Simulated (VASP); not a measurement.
Calculation: RPBE GGA, VASP's PBE PAW potentials (set 64) (plane waves; VASP 6.6.1).

VASP ran on this input.

**INCAR**
```
! general
SYSTEM = BP
PREC   = Accurate
ENCUT  = 520
LREAL  = .FALSE.
LASPH  = .TRUE.

! electronic loop
EDIFF  = 1E-6
NELM   = 100
ALGO   = Normal

! smearing
ISMEAR = 0
SIGMA  = 0.05

! functional
GGA    = RP

! ions
IBRION = 2
NSW    = 60
ISIF   = 3
EDIFFG = -0.01

! output
LWAVE  = .FALSE.
LCHARG = .FALSE.
```

### POSCAR
```
BP
1.0
  0.0000000000   2.2700000000   2.2700000000
  2.2700000000   0.0000000000   2.2700000000
  2.2700000000   2.2700000000   0.0000000000
B P
1 1
direct
  0.0000000000   0.0000000000   0.0000000000
  0.2500000000   0.2500000000   0.2500000000
```

### KPOINTS
```
Regular mesh
0
gamma
 9 9 9
```

POTCAR, in this order: B P (PBE.64 set). Program: vasp_std.

Output

**OSZICAR**
```
       N       E                     dE             d eps       ncg     rms          rms(c)
DAV:   1     0.973170813451E+01    0.97317E+01   -0.40003E+03   560   0.891E+02
DAV:   2    -0.126529661303E+02   -0.22385E+02   -0.21078E+02   808   0.109E+02
DAV:   3    -0.129198068538E+02   -0.26684E+00   -0.26684E+00   736   0.154E+01
DAV:   4    -0.129202992167E+02   -0.49236E-03   -0.49236E-03   856   0.654E-01
DAV:   5    -0.129202994435E+02   -0.22689E-06   -0.22686E-06   728   0.121E-02    0.798E+00
DAV:   6    -0.123545232985E+02    0.56578E+00   -0.14947E+00   600   0.667E+00    0.445E+00
DAV:   7    -0.122732961094E+02    0.81227E-01   -0.26390E-01   848   0.312E+00    0.137E+00
DAV:   8    -0.122684147716E+02    0.48813E-02   -0.24957E-02   600   0.118E+00    0.200E-01
DAV:   9    -0.122690728445E+02   -0.65807E-03   -0.78962E-04   760   0.249E-01    0.863E-02
DAV:  10    -0.122694208735E+02   -0.34803E-03   -0.51930E-04   656   0.187E-01    0.298E-02
DAV:  11    -0.122694395668E+02   -0.18693E-04   -0.39593E-05   784   0.517E-02    0.245E-02
DAV:  12    -0.122694416742E+02   -0.21074E-05   -0.34541E-06   608   0.168E-02    0.400E-03
DAV:  13    -0.122694417136E+02   -0.39413E-07   -0.53496E-08   288   0.217E-03
   1 F= -.12269442E+02 E0= -.12269442E+02  d E =-.122694E+02
       N       E                     dE             d eps       ncg     rms          rms(c)
DAV:   1    -0.122822456624E+02   -0.12804E-01   -0.34653E-01   624   0.459E+00    0.748E-01
DAV:   2    -0.122743068256E+02    0.79388E-02   -0.17040E-02   744   0.820E-01    0.405E-01
DAV:   3    -0.122721495320E+02    0.21573E-02   -0.44878E-03   648   0.386E-01    0.109E-01
DAV:   4    -0.122719753969E+02    0.17414E-03   -0.18023E-04   744   0.101E-01    0.892E-02
DAV:   5    -0.122719352448E+02    0.40152E-04   -0.63970E-05   752   0.588E-02    0.442E-02
DAV:   6    -0.122719341861E+02    0.10586E-05   -0.25753E-06   624   0.130E-02    0.352E-03
DAV:   7    -0.122719340168E+02    0.16933E-06   -0.27385E-07   280   0.366E-03
   2 F= -.12271934E+02 E0= -.12271934E+02  d E =-.249230E-02
       N       E                     dE             d eps       ncg     rms          rms(c)
DAV:   1    -0.122759874246E+02   -0.40532E-02   -0.59860E-02   624   0.193E+00    0.312E-01
DAV:   2    -0.122746367905E+02    0.13506E-02   -0.28427E-03   760   0.336E-01    0.168E-01
DAV:   3    -0.122742730832E+02    0.36371E-03   -0.76787E-04   640   0.159E-01    0.492E-02
DAV:   4    -0.122742505865E+02    0.22497E-04   -0.28303E-05   752   0.408E-02    0.396E-02
DAV:   5    -0.122742487451E+02    0.18414E-05   -0.11758E-05   744   0.251E-02    0.183E-02
DAV:   6    -0.122742495007E+02   -0.75557E-06   -0.45531E-07   296   0.551E-03
   3 F= -.12274250E+02 E0= -.12274250E+02  d E =-.480779E-02
```

File OUTCAR:
```
------------------------ aborting loop because EDIFF is reached ----------------------------------------
  FORCE on cell =-STRESS in cart. coord.  units (eV):
  Direction    XX          YY          ZZ          XY          YZ          ZX
  --------------------------------------------------------------------------------------
  Total        0.0010875      0.0010875      0.0010875      0.0000000      0.0000000     -0.0000000
  in kB        0.0729865      0.0729865      0.0729865      0.0000000      0.0000000     -0.0000000
  external PRESSURE =       0.0729865 kB  Pullay stress =       0.0000000 kB
  volume of cell :       23.87
      direct lattice vectors                 reciprocal lattice vectors
     0.000000000  2.285375977  2.285375977    -0.218782382  0.218782382  0.218782382
     2.285375977  0.000000000  2.285375977     0.218782382 -0.218782382  0.218782382
     2.285375977  2.285375977 -0.000000000     0.218782382  0.218782382 -0.218782382
  FREE ENERGIE OF THE ION-ELECTRON SYSTEM (eV)
  ---------------------------------------------------
  free  energy   TOTEN  =       -12.2742495007 eV

  energy  without entropy=      -12.2742495007  energy(sigma->0) =      -12.27424950

 reached required accuracy - stopping structural energy minimisation
```
(Selected blocks of OUTCAR.)

CONTCAR:
```
BP
   1.00000000000000
     0.0000000000000000    2.2853759767498372    2.2853759767498372
     2.2853759767498372    0.0000000000000000    2.2853759767498372
     2.2853759767498372    2.2853759767498372   -0.0000000000000000
  B               P
     1     1
Direct
     0.0000000000000000    0.0000000000000000    0.0000000000000000
     0.2500000000000000    0.2500000000000000    0.2500000000000000
```

Energy and stress use the plane-wave basis of the starting cell.

The compound is BP in the zinc blende structure. This run relaxes it. Symmetry was kept, so distortions that lower it aren't found.
